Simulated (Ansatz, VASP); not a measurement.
# Cross-check of Ir2Rh (Ir-Rh-Ir stack, (111) layers) between VASP and Ansatz, part 2 of 2

Aim: how closely do two programs agree when they are given the same cell, functional and k mesh? The cell is taken from a series of runs on this material, whose earlier steps may have relaxed, scaled, displaced or heated it; both programs get it as it stands.

VASP 6.6.1 and Ansatz 0.2.0.

So far: Starting point; VASP: zone-centre phonons, PBEsol.

### 3. Ansatz: zone-centre phonons, PBEsol

Level of this step: Ansatz beside VASP: Kohn-Sham DFT, plane waves, PBEsol (Ansatz).

Ansatz runs on its PAW soft_1 files.

The same cell, functional, mesh and smearing now go to Ansatz, which takes its cutoff from its data sets.

input.yaml reads:

```yaml
crystal:
  lattice:
    - [2.6448755799, -2.8415e-06, 0.0]
    - [-1.3224353291, 2.2905308628, 0.0]
    - [0.0, 0.0, 32.5757230251]
  atoms:
    - { symbol: Ir, position: [0.0, 0.0, 0.1696018655] }
    - { symbol: Rh, position: [0.3333333333, 0.6666666667, 0.2361860086] }
    - { symbol: Ir, position: [0.6666666667, 0.3333333333, 0.3027701518] }
  periodic: [true, true, false]
kpoints:
  mp_grid: { grid: [8, 8, 1] }
hamiltonian:
  xc: pbesol
  pseudopotentials: { kind: paw, azcp: { folder: soft_1 }, xc_functional: pbe }
scf:
  occupations: { method: methfessel_paxton, width: 0.2 }
output:
  eigenvalues: true
phonons:
  method: dfpt
  qmesh: [2, 2, 1]
  temperatures: { t_max: 1000, t_step: 50 }
  qpath:
    path:
      - [0.0, 0.0, 0.0]
      - [0.5, 0.0, 0.0]
      - [0.33333333, 0.33333333, 0.0]
      - [0.0, 0.0, 0.0]
    npoints: 10
```

On the command line:

```bash
$ ansatz run input.yaml --threads 4 --pin off --max-ram 12288MiB --backend cpu --events-out ev --progress --plain --runs-dir out
```

Numbers of over 12 decimals in the logs are rounded to 6 here.

The program printed:

```text
Warning: crystal.symmetry: narrowed to the stabiliser of the run's FFT grids — unitary ops 12 → 6. A phonons.method: dfpt run fills in the rows of the dynamical matrix that it does not solve by its symmetry operations, which is exact only for operations that map its FFT grids onto themselves: filled in by any other, the frequencies could depend on the order in which like atoms are typed, or, by more than the grids' own error, on where the crystal sits among the grids' points. Excluded: 6 operations. The run can therefore solve more perturbations, solve them on more k-points, or both, and cost more. [rest of the remark cut]
Engine: ansatz 0.2.0, aarch64-unknown-linux-gnu
Pseudopotentials: kind: paw
Pseudopotential: Ir, paw, valence charge 17, recommended cutoff 420 eV (normal), soft_1/Ir.paw.azcp
Pseudopotential: Rh, paw, valence charge 17, recommended cutoff 420 eV (normal), soft_1/Rh.paw.azcp
Functional definition: PBEsol
  exchange = pbesol_x
  correlation = pbesol_c
Crystal: 3 atoms, lattice volume = 197.349 Å³
Basis set: ecut = 420 eV, 3955 PW (Γ), exchange–correlation on 36×36×450 points (8 copies of the dense FFT grid, shifted against one another)
Bands: 31, of which v1, the nominal top of the filled ones, is band 26 counted from 1 (25 counted from 0)
Symmetry: 12 space group operations
k-points: 10 of 64 (irreducible under 6 space group operations, time reversal used)
Non-local potential: Ir, projectors of the file, l = 0: 3, l = 1: 2, l = 2: 2, l = 3: 1
Non-local potential: Rh, projectors of the file, l = 0: 3, l = 1: 2, l = 2: 2, l = 3: 1
PAW form: soft (Blöchl's): semilocal exchange-correlation on the pseudo side does not see the compensation charge
PAW frozen core: Ir, regenerated for the run's functional, and the local potential with it (the file was generated under x = pbe(κ = 0.804, μ = 0.219515), c = pbe(β = 0.066725))
PAW frozen core: Rh, regenerated for the run's functional, and the local potential with it (the file was generated under x = pbe(κ = 0.804, μ = 0.219515), c = pbe(β = 0.066725))
PAW one-centre angular grid: Ir, 590 points (default); XC on 64 Gauss nodes
PAW one-centre angular grid: Rh, 590 points (default); XC on 64 Gauss nodes
Initial density: superposition of atomic densities (neutral atoms: chi_scale 0, normalization atom)
Initial wavefunctions: pseudopotential atomic-orbital guess
Functional: x = pbesol(κ = 0.804, μ = 0.123457), c = pbesol(β = 0.046)
SCF iter   1: F=—  HF=-29939.288452 eV  |F-HF|=—  |Δ(HF+E_count)|=         —  Δρ=5.96e-2  dr2=1.23e1  ethr=3.10e-3  ⟨swp⟩=15.2  Hψ=5553  notcnv=0  defer=10
automatic band count: the SCF goes on with 36 bands, as 31 were too few: they end inside the smearing window of the response
preconditioner: auto → LDOS  [metal: Δε(μ)=0.007 eV  Ē_g=9.947 eV  σ=0.200 eV  W_gap=0.03  n_scr=22 (ndim 8)  ℏωp=13.7 eV  f_vac=0.736  D(μ)=7.80/eV (n_scr^D=26)  β→1.0]
SCF iter   2: F=—  HF=-29938.733688 eV  |F-HF|=—  |Δ(HF+E_count)|=   5.55e-1  S|Δr|=    0.00e0  Δρ=3.20e-2  dr2=7.20e0  ethr=3.10e-3  ⟨swp⟩=4.2  Hψ=1093  notcnv=0  defer=29
SCF iter   3: F=—  HF=-29937.866276 eV  |F-HF|=—  |Δ(HF+E_count)|=   8.67e-1  S|Δr|=    0.00e0  Δρ=2.01e-2  dr2=1.83e0  ethr=3.10e-3  ⟨swp⟩=3.2  Hψ=940  notcnv=0  defer=24
SCF iter   4: F=—  HF=-29937.757734 eV  |F-HF|=—  |Δ(HF+E_count)|=   1.09e-1  S|Δr|=    0.00e0  Δρ=9.71e-3  dr2=4.36e-1  ethr=3.10e-3  ⟨swp⟩=2.1  Hψ=444  notcnv=0  defer=24
SCF iter   5: F=—  HF=-29937.748158 eV  |F-HF|=—  |Δ(HF+E_count)|=   9.58e-3  S|Δr|=    0.00e0  Δρ=2.39e-3  dr2=3.37e-2  ethr=8.56e-4  ⟨swp⟩=2.8  Hψ=573  notcnv=0  defer=24
SCF iter   6: F=—  HF=-29937.743305 eV  |F-HF|=—  |Δ(HF+E_count)|=   4.85e-3  S|Δr|=    0.00e0  Δρ=1.16e-3  dr2=4.06e-3  ethr=6.61e-5  ⟨swp⟩=3.5  Hψ=741  notcnv=0  defer=23
SCF iter   7: F=—  HF=-29937.743297 eV  |F-HF|=—  |Δ(HF+E_count)|=   7.81e-6  S|Δr|=    0.00e0  Δρ=5.07e-4  dr2=5.88e-4  ethr=7.95e-6  ⟨swp⟩=2.7  Hψ=669  notcnv=0  defer=23
SCF iter   8: F=—  HF=-29937.743256 eV  |F-HF|=—  |Δ(HF+E_count)|=   4.12e-5  S|Δr|=    0.00e0  Δρ=1.30e-4  dr2=4.02e-5  ethr=1.15e-6  ⟨swp⟩=3.8  Hψ=740  notcnv=0  defer=23
SCF iter   9: F=—  HF=-29937.743271 eV  |F-HF|=—  |Δ(HF+E_count)|=   1.47e-5  S|Δr|=    0.00e0  Δρ=3.39e-5  dr2=3.52e-6  ethr=7.88e-8  ⟨swp⟩=2.9  Hψ=672  notcnv=0  defer=23
SCF iter  10: F=—  HF=-29937.743240 eV  |F-HF|=—  |Δ(HF+E_count)|=   3.14e-5  S|Δr|=    0.00e0  Δρ=6.31e-6  dr2=9.34e-8  ethr=6.90e-9  ⟨swp⟩=4.1  Hψ=860  notcnv=0  defer=23
SCF iter  11: F=—  HF=-29937.743240 eV  |F-HF|=—  |Δ(HF+E_count)|=   3.80e-8  S|Δr|=    0.00e0  Δρ=2.05e-6  dr2=1.06e-8  ethr=1.83e-10  ⟨swp⟩=4.2  Hψ=846  notcnv=0  defer=23
SCF iter  12: F=—  HF=-29937.743240 eV  |F-HF|=—  |Δ(HF+E_count)|=   3.62e-8  S|Δr|=    0.00e0  Δρ=9.37e-7  dr2=2.17e-9  ethr=2.07e-11  ⟨swp⟩=3.5  Hψ=716  notcnv=0  defer=23
SCF iter  13: F=—  HF=-29937.743240 eV  |F-HF|=—  |Δ(HF+E_count)|=   3.95e-9  S|Δr|=    0.00e0  Δρ=1.79e-7  dr2=4.42e-11  ethr=4.26e-12  ⟨swp⟩=3.8  Hψ=742  notcnv=0  defer=24
SCF iter  14: F=-29937.743240 eV  HF=-29937.743240 eV  |F-HF|=1.82e-11  |Δ(HF+E_count)|=   2.92e-9  S|Δr|=    0.00e0  Δρ=4.12e-8  dr2=1.89e-12  ethr=1.00e-12  ⟨swp⟩=28.8  Hψ=3666  notcnv=0
SCF 1 converged in 14 iterations: F = -29937.743240 eV  dr2 = 1.89e-12
  greatest PAW one-centre occupation: 1.000 electrons in one spin orbital (limit 2), on the Ir atom at site 2 (counted from 0), in its partial waves of l = 0
phonons: the bands overlap, so this run is a metal and interpolates without the dipole-dipole term. If the crystal is really an insulator or semiconductor, its LO-TO splitting is missing
NSCF: frozen V_eff on 10 k-points
NSCF: frozen V_eff on 34 k-points
DFPT response loops at q = (0, 0, 0) (fractional): preconditioner auto → none (partly filled bands, converged f_vac=0.740); β = 0.50; Broyden in place of MSR1
NSCF: frozen V_eff on 68 k-points
DFPT response loops at q = (0, -0.5, 0) (fractional): mixed as the last ones told, above
SCF converged after 14 iterations
Stability not checked: this state was not tested for a lower state beside it, because cold or Methfessel-Paxton smearing, or corrected tetrahedra, fill the levels in a way that the test cannot read (fill_not_monotonic; see scf.lower_state_search)
Free energy (F): -29937.743240 eV
Harris-Foulkes:  -29937.743240 eV  (|F-HF|=1.82e-11)
Internal energy: -29937.727946 eV  (E = F + TS)
E sigma→0 (E₀):  -29937.739416 eV
Entropy (-TS):   -0.015293 eV (-5.098 meV/atom)
Fermi energy:    -5.458130 eV
--- Per-component energies (eV) ---
  E_band       = -1776.491342
  E_kinetic    = 1616.922406
  E_local      = -238626.475291  (includes V_loc(G=0)·N_el)
  E_nonlocal   = 687.488821
  E_hartree    = 118082.557400
  E_xc         = -657.262837
  E_vxc        = -763.479404  (∫ρ·V_xc dr)
  E_paw        = -21800.523141  (= ΣΔE_a)
  E_vpaw       = -856.063547  (= ΣTr[D̂ρ^β])
  E_aug_tail   = 0.000676  (compensation charges beyond the density's cutoff)
  E_ewald      = 110758.757123
  E_core_change = 0.806897  (= ΣΔE_core)
  E_smearing   = -0.015293  (= −TS)
  E_closure    = -0.000000  (closes the sum)
  Σ components = -29937.743240   (vs F -29937.743240, Δ=0.00e0)
--- Band table (eV; the first three rows and the last of 10) ---
  k-point 0: bands = [... 22 lower, -8.5430, -6.6039, -6.6039, -6.5894, -5.5200, -5.5200, -5.1448, -4.7436, ... 6 higher]
  k-point 1: bands = [... 22 lower, -7.9905, -7.5636, -6.8836, -6.7478, -6.4991, -5.5586, -4.7571, -4.4053, ... 6 higher]
  k-point 2: bands = [... 22 lower, -7.2998, -7.1970, -6.4826, -6.2644, -6.0278, -5.6811, -4.7608, -2.9783, ... 6 higher]
  k-point 9: bands = [... 22 lower, -7.1695, -6.4370, -5.4303, -5.3549, -4.9742, 0.3646, 1.1029, 1.7744, ... 6 higher]
  ° read free of the cell's end (the report's vacuum.weakly_bound_levels)
  °? not known for the slab's own: over its row's bound_up_to_ev there, or no deeper under its free states than its continued_xc_part_ev in size
--- Phonons (Γ-DFPT): 6 representative perturbations + reference (Σ response iterations 35) ---
  ASR residual: 9.053e-5 → 0.000e0 eV/Å²; symmetrization residual: 1.015e-4 eV/Å²
  The last average, over the group as it would stand without the narrowing to the FFT grids, took up to 1.601e-5 eV/Å² of the zone centre's force constants
  ASR residual per site (eV/Å²): 2.20e-5 9.05e-5 1.02e-5
  Γ frequencies (cm⁻¹): 0.00 0.00 0.00 58.88 58.88 119.33 139.45 139.45 247.12
--- Phonons (arbitrary-q DFPT): 2 irreducible q on the 2×2×1 mesh ---
  q = [0.0000, 0.0000, 0.0000] (star 1, of the zone-centre solve; hermiticity 5.57e-6, symmetrization 2.78e-6, taken by the last average 8.78e-7): -0.00 0.00 0.00 58.88 58.88 119.33 139.45 139.45 247.12
  q = [0.0000, -0.5000, 0.0000] (star 3, 9 solved perturbations in 267 linear systems a pass and spin channel, the states on 34 of 64 k-point pairs; hermiticity 3.02e-6, symmetrization 1.45e-6, taken by the last average 1.34e-6): 98.73 118.61 121.31 124.47 156.29 177.10 183.84 206.64 270.93
  sum rule: each row above includes the acoustic sum rule's correction from the zone centre's row sums; it moved no ω² by more than (0.49 cm⁻¹)²
  mesh force constants: q→R imaginary residual 1.15e-17; ASR residual 9.053e-5 → 0.000e0 eV/Å²; symmetrization residual 1.776e-14 eV/Å²
  interpolated dispersion: 31 rows × 9 modes
  density of states and harmonic sums: on the 28×28×1 q-mesh, interpolated from the force constants of a 2×2×1 supercell (no non-analytic term)
  largest difference from the sums on the solved wave vectors: F 1.46e-1 eV, S 2.11e-4 and C_V 6.43e-5 eV/K
  zero-point energy: 0.082941 eV/cell   skipped modes (ω ≤ 0): 3   left out of the sums: 4.25e-4 of the cell's modes: C_V's classical limit lies that fraction below 3 k_B per atom; for a crystal, a wire or a layer, F and S can be off by more, and a phonons.interpolated_qmesh denser along its periods is the remedy for the sampling
```

The column dr2 measures how far the density is from self-consistency, as an energy; F and HF (Harris–Foulkes) agree once it is small.

### 4. Comparison

Known differences besides the potentials themselves: Ansatz cuts the interaction across the vacuum, VASP repeats the sheet without a dipole correction; VASP's run holds the zone centre alone; the data sets hold 51 valence electrons in Ansatz (on its PAW soft_1 files) and 33 in VASP; the cutoff is 420 eV in Ansatz and 500 eV in VASP; Ansatz makes its cores anew for this functional, VASP keeps those of its PBE data sets. Total energies have different zeros and are not compared.

Both answers:

```
                  quantity  Ansatz   VASP  difference
optical mode 1 to 2 (cm⁻¹)    58.9   59.2     -0.59 %
     optical mode 3 (cm⁻¹)   119.3  120.2     -0.74 %
optical mode 4 to 5 (cm⁻¹)   139.4  140.3     -0.61 %
     optical mode 6 (cm⁻¹)   247.1  249.1     -0.78 %
```

Modes are paired by rising frequency, not by their patterns, so a pair may set unlike modes beside each other; they are those without the splitting of longitudinal modes. Where the cell holds vacuum, a pressure given here is an average over it and none of the material.

### 5. Outcome

| Quantity | Value |
| --- | --- |
| r.m.s. difference of the optical zone-centre modes, each program's sorted by frequency (zone-centre phonons, PBEsol) | 1.0 cm⁻¹ |
| difference in optical mode 6 (zone-centre phonons, PBEsol) | -0.8 % |

In words: The r.m.s. difference of the optical zone-centre modes, each program's sorted by frequency is 1.0 cm⁻¹ (zone-centre phonons, PBEsol). The data sets hold unlike numbers of valence electrons (51 in Ansatz and 33 in VASP), so part of the differences may come from the potentials. Among the rows given in per cent, the largest difference of the zone-centre phonons, PBEsol pair is in optical mode 6, -0.8 %. Such differences can come from data sets, numerical settings and the points named under the comparisons, not from the functional's error against experiment.

[Lines on the potential files, build, host, timing and source positions are cut from VASP's logs without a mark.]

[Logs are printed without paths, hosts, clocks, repeated set-up lines and the standing remarks that a program may print on its own settings, such as how far it seeks lower states.]

[Hosts, paths, dates, database ids (printed as entryN), source tags and the programs' standing remarks are cut or masked in the printed files.]
